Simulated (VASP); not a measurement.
```xyz
2
Lattice="1.3319 -2.3070 0.0000 1.3319 2.3070 0.0000 0.0000 0.0000 4.2552" Properties=species:S:1:pos:R:3 pbc="T T T"
Tc     1.3319     0.7690     1.0638
Tc     1.3319    -0.7690     3.1914
```

All values below come from LDA (Ceperley-Alder, Perdew-Zunger), VASP's LDA PAW potentials (set 64) (plane waves; VASP). Settings: 500 eV cut-off, 16×16×9 Γ-centred mesh, first-order Methfessel-Paxton smearing of 0.10 eV, potentials Tc_pv.

Energy and stress use the plane-wave basis of the starting cell.

The ions, cell shape and volume at an external pressure of 30.0 GPa are relaxed. What does this cell relax into?

```xyz
2
Lattice="1.3220 -2.2897 0.0000 1.3220 2.2897 0.0000 0.0000 0.0000 4.2234" Properties=species:S:1:pos:R:3 pbc="T T T"
Tc     1.3220     0.7632     1.0559
Tc     1.3220    -0.7632     3.1676
```
Space group P6_3/mmc (194), at a tolerance of 0.03 Å.

How do energy and volume change from the first to the last step?

The energy (σ→0) changes by +45.1 meV/atom and the volume by -2.2 %, in 4 ionic steps.

```
step  E(σ→0) (eV)  max force (eV/Å)  pressure (GPa)  volume (Å³)
----  -----------  ----------------  --------------  -----------
1        -23.3775             0.000           19.89        26.15
2        -22.4395             0.000           87.14        23.15
3        -23.2915             0.000           29.52        25.59
4        -23.2872             0.000           29.96        25.57
```

The compound is Tc in the hcp structure. This run relaxes it under an external pressure of 30 GPa. Symmetry was kept, so distortions that lower it aren't found.
